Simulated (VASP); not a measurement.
Set up this calculation in VASP 6.6.1, as the native input.

| Item | Value |
| --- | --- |
| Task | relaxation of cell and atoms |
| Functional | PBE |
| Potentials or basis | VASP PAW PBE potentials, release 64 (Cs_sv, Ru_pv) |
| Cutoff | 600 eV |
| k mesh | 4 × 4 × 4 |
| Occupations | gaussian, width 0.1 eV |
| Spin | no spin polarisation |
| Dipole correction | no |
| Further INCAR settings | ALGO = Fast; EDIFF = 1e-06; IBRION = 2; EDIFFG = -0.04; NSW = 90; ISIF = 3 |

The structure of CsRu2 lies in POSCAR:

```
CsRu2
1.0
    4.1292451800      0.0000000000      0.0000000000
    0.0000000000      4.1292451800      0.0000000000
    0.0000000000      0.0000000000      5.6538122100
Cs Ru
1 2
Direct
    0.0000000000      0.0000000000      0.5000000000
    0.5000000000      0.5000000000      0.5000000000
    0.0000000000      0.0000000000      0.0000000000
```

The cell was built by a generator and needn't be a form met in nature.

The cell isn't the ideal one: random cell by space group and Wyckoff sites (P4/mmm, No. 123).

The input as run:

INCAR

```
SYSTEM = CsRu2
ALGO = Fast
EDIFF = 1E-6
EDIFFG = -0.04
ENCUT = 600
GGA = PE
IBRION = 2
ISIF = 3
ISMEAR = 0
LASPH = .True.
LCHARG = .False.
LREAL = .False.
LWAVE = .False.
NELM = 100
NSW = 90
PREC = Accurate
SIGMA = 0.1
```

KPOINTS

```
k-points
0
Gamma
  4 4 4
  0 0 0
```

Potentials or basis: VASP PAW PBE potentials, release 64 (Cs_sv, Ru_pv).

Launch:

```sh
$ cat potpaw_PBE.64/Cs_sv/POTCAR potpaw_PBE.64/Ru_pv/POTCAR > POTCAR
$ mpirun -np 1 vasp_std > vasp.out
```

Results of the run:

```
Relaxed volume                         : 24.04 Å³/atom
Relaxed cell                           : a = 3.758 Å, b = 3.758 Å, c = 5.107 Å, α = 90.00°, β = 90.00°, γ = 90.00°
Space group after relaxing (to 0.05 Å) : P4/mmm (No. 123)
Energy gained by relaxing              : 274.0 meV/atom
Ionic steps                            : 3
Pressure after relaxing                : 0.1 GPa
Band gap on the k mesh                 : none (metal or under the smearing width)
```

Caveat: the k mesh is coarse (spacing up to 0.38 Å⁻¹), so the values aren't converged; the volume moved by over 15 % at a fixed basis, so the end points are rough.

Run time: 2.4 min on 1 thread of Intel(R) Xeon(R) Platinum 8375C CPU @ 2.90GHz (Ice Lake) (shared host), peak memory 0.27 GiB.
